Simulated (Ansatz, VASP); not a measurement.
Two plane-wave programs on SbAs2

```
Sb As
1.0
     0.00000    4.04965    4.04965
     4.04965    0.00000    4.04965
     4.04965    4.04965    0.00000
Sb As
2 4
Cartesian
  0.0000 0.0000 0.0000
  2.0248 2.0248 2.0248
  5.0621 5.0621 5.0621
  5.0621 3.0372 3.0372
  3.0372 5.0621 3.0372
  3.0372 3.0372 5.0621
```

Change from the starting cell: species swapped into the SmRu2 type (Fd-3m, No. 227).

Alike in both runs: functional PBE; k mesh 8 × 8 × 8; occupations gaussian, width 0.1 eV; no spin polarisation.

Ansatz relaxed the structure, and its values are those at the end. VASP's run is a single point on that final structure, the one shown.

|  | VASP | Ansatz |
| --- | --- | --- |
| version | VASP 6.6.1 | Ansatz 0.2.0 |
| potentials or method | VASP PAW PBE potentials, release 64 (Sb, As) | scalar-relativistic, plane waves, PAW |
| plane-wave cutoff (eV) | 520 | 420 |
| valence electrons in the cell | 30 | 90 |

VASP gave:

```
gap on the k mesh at the Fermi level (eV) : none
pressure (GPa)                            : -0.1
```

Q: Which values does Ansatz return?

A: gap on the k mesh at the Fermi level (eV): none; pressure (GPa): 0.0.

A gap of «none» marks a metal or a gap that the smearing closes. The two sets of potentials don't hold the same shells in valence.

Spin-orbit coupling is left out, which matters for the levels of Sb.
